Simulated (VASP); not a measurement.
```yaml
crystal:
  lattice:
    - [2.76819, 0.00000, 0.00000]
    - [-1.38409, 2.39732, 0.00000]
    - [0.00000, 0.00000, 4.84497]
  atoms:
    - { symbol: Li, position: [0.00000, 0.00000, 0.00000] }
    - { symbol: Li, position: [0.00000, 0.00000, 0.50000] }
    - { symbol: H, position: [0.33333, 0.66667, 0.25000] }
    - { symbol: H, position: [0.66667, 0.33333, 0.75000] }
```

These are r2SCAN meta-GGA, VASP's PBE PAW potentials (set 64) (plane waves; VASP) values and carry that method's errors. Settings: 520 eV cut-off, 8×8×4 Γ-centred mesh, Gaussian smearing of 0.050 eV, potentials Li_sv H.

**Question.** Predict the energy per atom (σ→0).

**Answer.** 
```json
{
 "energy per atom (σ→0)": "-3.355 eV/atom"
}
```

Total energies compare only between runs with the same potentials, cut-off and functional.

The structure was generated: LiH was put into the NiAs type type (P6_3/mmc), which need not be its known phase. It was relaxed first, which changed the volume by +64 %. The start is the result of an earlier pass.
